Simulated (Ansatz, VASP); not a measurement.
# Cross-check of Cs20Rb19F39 between VASP and Ansatz

Wanted: the spread between two codes on one cell, functional and k mesh. Of the first pair: The structure shown is frame 29 of Ansatz's trajectory.

Main program and level: Ansatz 0.2.0; plane waves, with VASP 6.6.1 beside it; single point at PBE.

## 1. Starting point

The cell holds 78 atoms: 20 Cs, 19 Rb and 39 F. Cell: a = 13.773 Å, b = 13.773 Å, c = 13.773 Å, α = 90.0°, β = 90.0°, γ = 90.0°.

## 2. Ansatz: dynamics, PBE

Ansatz runs on its default PAW (the set named soft_2) files.

One frame of this run of dynamics is then solved in both programs, so the motion causes no difference.

Contents of input.yaml:

```yaml
crystal:
  lattice:
    - [13.77283, 0.0, 0.0]
    - [0.0, 13.77283, 0.0]
    - [0.0, 0.0, 13.77283]
  atoms:
    - { symbol: Cs, position: [0.46524, 0.35703, 0.40198] }
    - { symbol: Cs, position: [0.44854, 0.04649, 0.63572] }
    - { symbol: Cs, position: [0.31076, 0.09107, 0.37672] }
    - { symbol: Cs, position: [0.95529, 0.36988, 0.66764] }
    - { symbol: Cs, position: [0.37354, 0.72998, 0.65527] }
    - { symbol: Cs, position: [0.63463, 0.58742, 0.15227] }
    - { symbol: Cs, position: [0.82627, 0.8113, 0.3569] }
    - { symbol: Cs, position: [0.8597, 0.97535, 0.69156] }
    - { symbol: Cs, position: [0.21721, 0.84584, 0.82417] }
    - { symbol: Cs, position: [0.03891, 0.63154, 0.94711] }
    - { symbol: Cs, position: [0.10458, 0.25481, 0.23015] }
    - { symbol: Cs, position: [0.51373, 0.34567, 0.12994] }
    - { symbol: Cs, position: [0.79919, 0.42556, 0.37223] }
    - { symbol: Cs, position: [0.76128, 0.24757, 0.78194] }
    - { symbol: Cs, position: [0.82303, 0.83589, 0.00462] }
    - { symbol: Cs, position: [0.06161, 0.12317, 0.93249] }
    - { symbol: Cs, position: [0.24809, 0.2226, 0.73055] }
    - { symbol: Cs, position: [0.00179, 0.97535, 0.21266] }
    - { symbol: Cs, position: [0.18514, 0.53444, 0.759] }
    - { symbol: Cs, position: [0.66788, 0.6745, 0.52116] }
    - { symbol: Rb, position: [0.27511, 0.40061, 0.01563] }
    - { symbol: Rb, position: [0.72357, 0.634, 0.8627] }
    - { symbol: Rb, position: [0.20057, 0.82519, 0.13032] }
    - { symbol: Rb, position: [0.72987, 0.14857, 0.16032] }
    - { symbol: Rb, position: [0.06764, 0.15569, 0.52432] }
    - { symbol: Rb, position: [0.41968, 0.66597, 0.3489] }
    - { symbol: Rb, position: [0.2085, 0.45593, 0.41452] }
    - { symbol: Rb, position: [0.57731, 0.96281, 0.30626] }
    - { symbol: Rb, position: [0.87529, 0.38307, 0.0404] }
    - { symbol: Rb, position: [0.00392, 0.58195, 0.21109] }
    - { symbol: Rb, position: [0.34208, 0.99503, 0.99065] }
    - { symbol: Rb, position: [0.60859, 0.24582, 0.55599] }
    - { symbol: Rb, position: [0.62104, 0.84884, 0.77791] }
    - { symbol: Rb, position: [0.44577, 0.67907, 0.9623] }
    - { symbol: Rb, position: [0.16324, 0.89702, 0.46468] }
    - { symbol: Rb, position: [0.96272, 0.67333, 0.58259] }
    - { symbol: Rb, position: [0.79826, 0.05215, 0.45426] }
    - { symbol: Rb, position: [0.5071, 0.49591, 0.6362] }
    - { symbol: Rb, position: [0.49316, 0.2855, 0.8821] }
    - { symbol: F, position: [0.79102, 0.97487, 0.26655] }
    - { symbol: F, position: [0.61941, 0.43543, 0.50503] }
    - { symbol: F, position: [0.55303, 0.68018, 0.68022] }
    - { symbol: F, position: [0.11865, 0.33539, 0.56258] }
    - { symbol: F, position: [0.97822, 0.56927, 0.7299] }
    - { symbol: F, position: [0.41062, 0.23334, 0.53898] }
    - { symbol: F, position: [0.70334, 0.37242, 0.18571] }
    - { symbol: F, position: [0.13179, 0.92519, 0.97887] }
    - { symbol: F, position: [0.4354, 0.86225, 0.85837] }
    - { symbol: F, position: [0.16973, 0.66268, 0.26232] }
    - { symbol: F, position: [0.35381, 0.94033, 0.20357] }
    - { symbol: F, position: [0.64624, 0.77381, 0.98002] }
    - { symbol: F, position: [0.07785, 0.46171, 0.02354] }
    - { symbol: F, position: [0.86379, 0.19588, 0.58911] }
    - { symbol: F, position: [0.59433, 0.17726, 0.03059] }
    - { symbol: F, position: [0.82908, 0.81658, 0.79532] }
    - { symbol: F, position: [0.11792, 0.07407, 0.33205] }
    - { symbol: F, position: [0.97811, 0.97103, 0.49136] }
    - { symbol: F, position: [0.34024, 0.56359, 0.55421] }
    - { symbol: F, position: [0.94201, 0.24803, 0.8291] }
    - { symbol: F, position: [0.61543, 0.11233, 0.69806] }
    - { symbol: F, position: [0.83334, 0.63023, 0.40147] }
    - { symbol: F, position: [0.13858, 0.76386, 0.59893] }
    - { symbol: F, position: [0.20674, 0.03841, 0.66604] }
    - { symbol: F, position: [0.47539, 0.48799, 0.00357] }
    - { symbol: F, position: [0.65499, 0.4306, 0.77491] }
    - { symbol: F, position: [0.83962, 0.59872, 0.04194] }
    - { symbol: F, position: [0.43402, 0.5017, 0.25056] }
    - { symbol: F, position: [0.26474, 0.6465, 0.87908] }
    - { symbol: F, position: [0.99146, 0.40087, 0.29935] }
    - { symbol: F, position: [0.31098, 0.36408, 0.82064] }
    - { symbol: F, position: [0.62469, 0.14608, 0.38506] }
    - { symbol: F, position: [0.97975, 0.80096, 0.1402] }
    - { symbol: F, position: [0.59044, 0.72428, 0.28838] }
    - { symbol: F, position: [0.26667, 0.16691, 0.92235] }
    - { symbol: F, position: [0.93866, 0.17103, 0.1042] }
    - { symbol: F, position: [0.37438, 0.90926, 0.5146] }
    - { symbol: F, position: [0.73648, 0.89165, 0.53761] }
    - { symbol: F, position: [0.29671, 0.27522, 0.28366] }
kpoints:
  mp_grid: { grid: [1, 1, 1] }
hamiltonian:
  xc: pbe
scf:
  occupations: { method: gaussian, width: 0.025 }
output:
  forces: true
md:
  timestep: 1.0
  n_steps: 88
  ensemble: nvt_nose_hoover
  temperature: 300
  initial_velocities: maxwell_boltzmann
  seed: 102
```

Command:

```bash
ansatz run input.yaml --threads 4 --pin off --max-ram 8192MiB --backend cpu --events-out ev --progress --plain --runs-dir out
```

Numbers of over 12 decimals in the logs are rounded to 6 here.

Output:

```text
Warning: md: disabling space-group detection — thermal motion breaks the input geometry's symmetry, so no spatial operation reduces the k-mesh or symmetrises the density; time reversal is kept, so that k and −k are solved as one point where they differ and the mesh holds both, and exact exchange and, on two spinor components, a DFT+U term hold to it where the run has them: on two components no moment then forms, and  [...]
Engine: ansatz 0.2.0, x86_64-unknown-linux-gnu
Pseudopotentials: kind: paw
Pseudopotential: Cs, paw, valence charge 9, recommended cutoff 420 eV (normal), Cs.paw.azcp
Pseudopotential: Rb, paw, valence charge 9, recommended cutoff 420 eV (normal), Rb.paw.azcp
Pseudopotential: F, paw, valence charge 7, recommended cutoff 420 eV (normal), F.paw.azcp
Functional definition: PBE
  parameter kappa = 0.804
  parameter beta = 0.066725
  exchange = pbe_x(kappa = kappa, mu = beta*pi^2/3)
  correlation = pbe_c(beta = beta)
Crystal: 78 atoms, lattice volume = 2612.580 Å³
Basis set: ecut = 420 eV, 50883 PW (Γ), exchange–correlation on 192×192×192 points (8 copies of the dense FFT grid, shifted against one another)
Bands: 390, of which v1, the nominal top of the filled ones, is band 312 counted from 1 (311 counted from 0)
Symmetry: 1 space group operations
k-points: 1
Non-local potential: Cs, projectors of the file, l = 0: 3, l = 1: 2, l = 2: 2, l = 3: 2
Non-local potential: Rb, projectors of the file, l = 0: 3, l = 1: 2, l = 2: 2
Non-local potential: F, projectors of the file, l = 0: 2, l = 1: 2, l = 2: 1
PAW form: soft (Blöchl's): semilocal exchange-correlation on the pseudo side does not see the compensation charge
PAW one-centre angular grid: Cs, 194 points (default); XC on 64 Gauss nodes
PAW one-centre angular grid: Rb, 110 points (default); XC on 64 Gauss nodes
PAW one-centre angular grid: F, 110 points (default); XC on 64 Gauss nodes
Initial density: superposition of atomic densities (neutral atoms: chi_scale 0, normalization atom), corrected by the library's trained network
Initial wavefunctions: pseudopotential atomic-orbital guess
Functional: x = pbe(κ = 0.804, μ = 0.219515), c = pbe(β = 0.066725)
SCF iter   1: F=—  HF=-207103.594717 eV  |F-HF|=—  |Δ(HF+E_count)|=         —  Δρ=1.17e-3  dr2=6.24e-2  ethr=1.77e-3  ⟨swp⟩=6.0  Hψ=1669  notcnv=0  defer=71
preconditioner: auto → Resta (q_TF=auto, 2.149 Å⁻¹)  ε∞=3.2  [insulator: Δε(μ)=3.246 eV  Ē_g=10.590 eV  σ=0.025 eV  W_gap=1.00  n_scr=460 (ndim 8)  ℏωp=15.7 eV  f_vac=0.253  D(μ)=0.00/eV (n_scr^D=0)  ε∞_Penn≈3.2]
SCF iter   2: F=—  HF=-207103.591211 eV  |F-HF|=—  |Δ(HF+E_count)|=   3.51e-3  Δρ=7.01e-4  dr2=1.88e-2  ethr=1.00e-5  ⟨swp⟩=3.0  Hψ=701  notcnv=0  defer=71
SCF iter   3: F=—  HF=-207103.589867 eV  |F-HF|=—  |Δ(HF+E_count)|=   1.34e-3  Δρ=3.45e-4  dr2=7.55e-3  ethr=3.01e-6  ⟨swp⟩=2.0  Hψ=618  notcnv=0  defer=71
SCF iter   4: F=—  HF=-207103.588284 eV  |F-HF|=—  |Δ(HF+E_count)|=   1.58e-3  Δρ=1.22e-4  dr2=6.26e-4  ethr=1.21e-6  ⟨swp⟩=2.0  Hψ=568  notcnv=0  defer=71
SCF iter   5: F=—  HF=-207103.588261 eV  |F-HF|=—  |Δ(HF+E_count)|=   2.33e-5  Δρ=9.97e-5  dr2=1.89e-4  ethr=1.00e-7  ⟨swp⟩=2.0  Hψ=584  notcnv=0  defer=71
SCF iter   6: F=—  HF=-207103.588247 eV  |F-HF|=—  |Δ(HF+E_count)|=   1.40e-5  Δρ=3.42e-5  dr2=2.46e-5  ethr=3.02e-8  ⟨swp⟩=2.0  Hψ=611  notcnv=0  defer=71
SCF iter   7: F=—  HF=-207103.590950 eV  |F-HF|=—  |Δ(HF+E_count)|=   2.70e-3  Δρ=6.54e-6  dr2=1.74e-6  ethr=3.94e-9  ⟨swp⟩=2.0  Hψ=688  notcnv=0  defer=71
SCF iter   8: F=—  HF=-207103.590951 eV  |F-HF|=—  |Δ(HF+E_count)|=   9.11e-7  Δρ=6.74e-6  dr2=8.23e-7  ethr=2.79e-10  ⟨swp⟩=2.0  Hψ=612  notcnv=0  defer=71
SCF iter   9: F=-207103.590951 eV  HF=-207103.590951 eV  |F-HF|=1.08e-8  |Δ(HF+E_count)|=   1.46e-7  Δρ=1.22e-6  dr2=4.45e-8  ethr=1.25e-11  ⟨swp⟩=3.0  Hψ=1435  notcnv=0
SCF 1 converged in 9 iterations: F = -207103.590951 eV  dr2 = 4.45e-8
  greatest PAW one-centre occupation: 0.973 electrons in one spin orbital (limit 2), on the Rb atom at site 31 (counted from 0), in its partial waves of l = 0
md step     0: t =     0.00 fs  T =   300.0 K  F+E_penalty+E_count = -207103.59095117 eV  E_kin = 2.985906 eV  conserved = -207100.60504519 eV  (9 SCF iters)
[... from here on, the SCF cycles and remarks between the steps are left out ...]
md step    81: t =    81.00 fs  T =   413.8 K  F+E_penalty+E_count = -207105.20131948 eV  E_kin = 4.118572 eV  conserved = -207100.60519563 eV  (3 SCF iters)
md step    82: t =    82.00 fs  T =   416.0 K  F+E_penalty+E_count = -207105.23882108 eV  E_kin = 4.140900 eV  conserved = -207100.60519605 eV  (3 SCF iters)
md step    83: t =    83.00 fs  T =   418.3 K  F+E_penalty+E_count = -207105.27705225 eV  E_kin = 4.163709 eV  conserved = -207100.60519960 eV  (3 SCF iters)
md step    84: t =    84.00 fs  T =   420.7 K  F+E_penalty+E_count = -207105.31596692 eV  E_kin = 4.186961 eV  conserved = -207100.60520314 eV  (3 SCF iters)
md step    85: t =    85.00 fs  T =   423.0 K  F+E_penalty+E_count = -207105.35551474 eV  E_kin = 4.210612 eV  conserved = -207100.60520516 eV  (2 SCF iters)
md step    86: t =    86.00 fs  T =   425.5 K  F+E_penalty+E_count = -207105.39564101 eV  E_kin = 4.234609 eV  conserved = -207100.60520724 eV  (3 SCF iters)
md step    87: t =    87.00 fs  T =   427.9 K  F+E_penalty+E_count = -207105.43628676 eV  E_kin = 4.258902 eV  conserved = -207100.60520850 eV  (2 SCF iters)
md step    88: t =    88.00 fs  T =   430.4 K  F+E_penalty+E_count = -207105.47738889 eV  E_kin = 4.283430 eV  conserved = -207100.60521076 eV  (7 SCF iters)
SCF converged after 7 iterations
Free energy (F): -207105.477389 eV
Harris-Foulkes:  -207105.477389 eV  (|F-HF|=4.09e-8)
Internal energy: -207105.477389 eV  (E = F + TS)
E sigma→0 (E₀):  -207105.477389 eV
Fermi energy:    3.059644 eV
--- Per-component energies (eV) ---
  E_band       = -4419.530212
  E_kinetic    = 14575.954451
  E_local      = -48931.508412  (includes V_loc(G=0)·N_el)
  E_nonlocal   = 6746.287430
  E_hartree    = 18021.352414
  E_xc         = -9128.417078
  E_vxc        = -9180.125964  (∫ρ·V_xc dr)
  E_paw        = -158880.205597  (= ΣΔE_a)
  E_vpaw       = -3672.914740  (= ΣTr[D̂ρ^β])
  E_aug_tail   = 0.079902  (compensation charges beyond the density's cutoff)
  E_ewald      = -29509.020498
  E_smearing   = -0.000000  (= −TS)
  E_closure    = 0.000000  (closes the sum)
  Σ components = -207105.477389   (vs F -207105.477389, Δ=0.00e0)
--- Forces (eV/Å), atoms counted from 1 ---
  atom   1  Cs    -0.05695263    -0.21034284     0.78474924
  atom   2  Cs     0.05995479    -0.65709918     0.13169488
  atom   3  Cs     0.66403849     0.17265333    -0.17242979
  atom   4  Cs     0.08489742     0.18290378     0.15061201
  atom   5  Cs     0.30558787    -0.01284229    -0.33501508
  atom   6  Cs     0.16102920     0.00887330    -0.08305803
  atom   7  Cs    -0.33148226    -0.17735094     0.39732100
  atom   8  Cs    -0.20076666    -0.53107330    -0.04645506
  atom   9  Cs    -0.43212850     0.60252820     0.19853658
  atom  10  Cs    -0.03824431    -0.20270438    -0.23514347
  atom  11  Cs     0.10886586     0.13213102    -0.11935126
  atom  12  Cs     0.19491365    -0.13130480    -0.16051638
  atom  13  Cs     0.03872805     0.26276273     0.17227558
  atom  14  Cs    -0.14413247     0.43058129     0.55630307
  atom  15  Cs    -0.25311604    -0.31811245    -0.10564138
  atom  16  Cs    -0.01478746     0.11420347     0.12890489
  atom  17  Cs     0.08277978     0.35636996    -0.13209370
  atom  18  Cs    -0.08585776     0.36040383    -0.07832914
  atom  19  Cs    -0.14527311     0.09594320    -0.14003096
  atom  20  Cs    -0.00762702    -0.12657311     0.48751521
  atom  21  Rb    -0.24521348    -0.00669885    -0.20483134
  atom  22  Rb    -0.17930634    -0.55180907    -0.10623321
  atom  23  Rb     0.28397860     0.10746767    -0.37722287
  atom  24  Rb    -0.21014729     0.40076339    -0.30261604
[...]
atom  71  F     -0.04420268     0.32334204    -0.06472621
  atom  72  F      0.09723078     0.59712135     0.22702267
  atom  73  F     -0.09891836     0.11041427    -0.62155181
  atom  74  F      0.12522508     0.01105050    -0.00153467
  atom  75  F      0.43580922    -0.13994852     0.30155271
  atom  76  F     -0.16603089    -0.00534263     0.24108528
  atom  77  F      0.30921073     0.32311513    -0.17579532
  atom  78  F     -0.19904111     0.01621877    -0.10111653
  max |Σ_I F_I| component: 3.75e-5 eV/Å
--- MD trajectory: 88 steps, t = 0.0 → 88.0 fs ---
  final state: T = 430.4 K   F+E_penalty+E_count = -207105.47738889 eV   E_kin = 4.283430 eV
  conserved energy: peak-to-peak 3.237e-4 eV (4.150e-6 eV/atom) over 88.0 fs
```

## 3. VASP: single point, PBE, pair 1

The same cell, functional, mesh and smearing now go to VASP, with its own data sets.

Lines of VASP's logs that name or quote its potential files are left out, and so is its time.

Contents of INCAR:

```
SYSTEM = Cs20Rb19F39
PREC = Accurate
ENCUT = 520
EDIFF = 1E-06
NELM = 120
ISMEAR = 0
SIGMA = 0.025
LREAL = Auto
ALGO = Normal
GGA = PE
NBANDS = 368
LORBIT = 11
LWAVE = .FALSE.
LCHARG = .FALSE.
ISIF = 2
LASPH = .TRUE.
GGA_COMPAT = .FALSE.
EFERMI = MIDGAP
NCORE = 2
```

Contents of POSCAR:

```
Cs20Rb19F39
1.0
   13.7728300000      0.0000000000      0.0000000000
    0.0000000000     13.7728300000      0.0000000000
    0.0000000000      0.0000000000     13.7728300000
Cs Rb F
20 19 39
Direct
    0.4629331808      0.3601075451      0.3970643651
    0.4473808215      0.0472088888      0.6375523404
    0.3102485110      0.0880066043      0.3747523203
    0.9567459992      0.3705556520      0.6650702869
    0.3721965638      0.7299298692      0.6511588395
    0.6316711961      0.5883975915      0.1522780721
    0.8265258484      0.8111550059      0.3510462265
    0.8623500036      0.9810184254      0.6923195886
    0.2164043265      0.8430511376      0.8224743934
    0.0383508691      0.6319471016      0.9494562846
    0.1034863568      0.2589373426      0.2310345804
    0.5114489905      0.3458984101      0.1304379710
    0.8007867664      0.4215763935      0.3719206583
    0.7624358973      0.2452437153      0.7776687870
    0.8216539375      0.8343818954      0.0062441778
    0.0637196567      0.1271343653      0.9313336475
    0.2482786762      0.2222999921      0.7288552897
    0.0032455203      0.9718264148      0.2128393366
    0.1889299440      0.5347412260      0.7593501118
    0.6694484721      0.6728392059      0.5192687342
    0.2777352222      0.4071131351      0.0135193711
    0.7299734332      0.6346698536      0.8580879892
    0.2013602143      0.8260611654      0.1361884231
    0.7298863051      0.1484371767      0.1617314670
    0.0682938801      0.1524595889      0.5269069610
    0.4156081212      0.6623765777      0.3453102957
    0.2051720670      0.4544018913      0.4154266044
    0.5782181295      0.9715868126      0.3036848636
    0.8715274929      0.3820565563      0.0454590669
    0.0037973314      0.5881942927      0.2107990878
    0.3445334038      0.0015225629      0.9890922926
    0.6120601213      0.2350715140      0.5554704443
    0.6191610584      0.8465653028      0.7874561728
    0.4397208126      0.6820166952      0.9600205622
    0.1647591671      0.8965768110      0.4685238981
    0.9693505256      0.6744946391      0.5867566796
    0.7968297002      0.0575117823      0.4565002254
    0.5022497192      0.4965355704      0.6400645329
    0.4902115252      0.2841899595      0.8758693747
    0.7857426542      0.9842712064      0.2613914497
    0.6327312542      0.4382033322      0.5058437518
    0.5628981117      0.6836430857      0.6922034179
    0.1215218659      0.3356027774      0.5580552435
    0.9748831576      0.5536044517      0.7325872751
    0.3998379418      0.2140954328      0.5411887027
    0.6979974341      0.3754711268      0.1812771958
    0.1378801597      0.9260115750      0.9841840784
    0.4247928712      0.8542325724      0.8665248899
    0.1549499994      0.6702398853      0.2559677278
    0.3382964866      0.9284584214      0.2072776619
    0.6376031651      0.7605190800      0.9925338511
    0.0901121992      0.4541405071      0.0195457288
    0.8759928061      0.1980057839      0.5852319385
    0.5966166721      0.1860111538      0.0210196452
    0.8323126039      0.8100586444      0.7905056550
    0.1102169997      0.0577949485      0.3420865574
    0.9798857606      0.9777438624      0.4885633526
    0.3463776145      0.5639146058      0.5408619724
    0.9414259814      0.2461440387      0.8432471758
    0.6214191274      0.1146242276      0.7012647364
    0.8381211414      0.6156323719      0.4055520906
    0.1377785103      0.7545871110      0.6159082774
    0.1996321744      0.0417270815      0.6763388497
    0.4690829699      0.4856663445      0.0052857692
    0.6602346794      0.4389947455      0.7754542821
    0.8376855011      0.6010529426      0.0446240896
    0.4407663494      0.5014002206      0.2566284489
    0.2694870989      0.6553119439      0.8847201338
    0.9962876184      0.4149110967      0.3114320005
    0.3173494482      0.3793410650      0.8298004114
    0.6280263388      0.1415250170      0.3901885088
    0.9774752175      0.7994144994      0.1383593641
    0.6029189353      0.7197286251      0.2975278138
    0.2707649771      0.1525684990      0.9280373024
    0.9258954042      0.1712792505      0.0892554399
    0.3732929253      0.9085206163      0.5091909215
    0.7229668848      0.8749690514      0.5409127972
    0.2968961354      0.2697920471      0.2803853674
```

Contents of KPOINTS:

```
Automatic mesh
0
Gamma
1 1 1
0 0 0
```

Potentials, in the order of the species: Cs_sv, Rb_sv and F (PBE family, release 64).

Command:

```bash
mpirun -np 8 vasp_gam
```

Output:

```text
[banner, memory and clock lines left out]
running    8 mpi-ranks, on    1 nodes
[...]
LDA part: xc-table for (Slater+PW92), standard interpolation
 POSCAR, INCAR and KPOINTS ok, starting setup
[...]
entering main loop
       N       E                     dE             d eps       ncg     rms          rms(c)
DAV:   1     0.673577935024E+04    0.67358E+04   -0.32683E+05   752   0.156E+03
DAV:   2     0.412892668854E+03   -0.63229E+04   -0.61609E+04   944   0.356E+02
DAV:   3    -0.337334772444E+03   -0.75023E+03   -0.74741E+03   824   0.130E+02
DAV:   4    -0.368832929896E+03   -0.31498E+02   -0.31430E+02   944   0.239E+01
[...]
DAV:  19    -0.297398895464E+03   -0.28110E-05   -0.40931E-05   912   0.131E-02    0.979E-03
DAV:  20    -0.297398894553E+03    0.91116E-06   -0.13770E-05   768   0.854E-03    0.483E-03
DAV:  21    -0.297398895300E+03   -0.74716E-06   -0.54766E-06   752   0.575E-03
   1 F= -.29739890E+03 E0= -.29739890E+03  d E =0.000000E+00
```

From OUTCAR (step 3):

```text
  FREE ENERGIE OF THE ION-ELECTRON SYSTEM (eV)
  ---------------------------------------------------
  free  energy   TOTEN  =      -297.3988953005 eV

  energy  without entropy=     -297.3988953005  energy(sigma->0) =     -297.39889530
```

The run ends at a pressure of -0.32 GPa, with forces up to 0.89 eV/Å.

## 4. Side by side

Known differences besides the potentials themselves: the cutoff is 420 eV in Ansatz and 520 eV in VASP (PREC = Accurate, projectors in real space). Total energies have different zeros and are not compared.

Forces on 9 of the 78 atoms, those with the largest forces and the largest differences (eV/Å; atoms numbered as in POSCAR):

```csv
atom,"Ansatz x, y, z","VASP x, y, z"
Cs2,"-0.519, -0.581, -0.014","-0.533, -0.600, 0.002"
Cs9,"-0.418, 0.460, -0.426","-0.424, 0.465, -0.450"
Cs18,"-0.477, 0.617, -0.291","-0.501, 0.646, -0.308"
Cs19,"0.109, -0.491, -0.590","0.101, -0.510, -0.619"
Rb38,"0.414, -0.246, 0.524","0.412, -0.253, 0.537"
F49,"0.660, 0.186, 0.232","0.688, 0.198, 0.244"
F56,"0.618, 0.539, 0.260","0.632, 0.555, 0.283"
F63,"-0.096, -0.172, -0.149","-0.105, -0.212, -0.156"
F72,"-0.061, -0.569, -0.108","-0.056, -0.613, -0.114"
```

The forces differ by 12 meV/Å r.m.s., which is 4.9 % of the r.m.s. force of 0.256 eV/Å (both taken over all components).

[end of part 1 of 2]

[Lines on the potential files, build, host, timing and source positions are cut from VASP's logs without a mark.]

[Logs are printed without paths, hosts, clocks, repeated set-up lines and the standing remarks that a program may print on its own settings, such as how far it seeks lower states.]

[Hosts, paths, dates, database ids (printed as entryN), source tags and the programs' standing remarks are cut or masked in the printed files.]
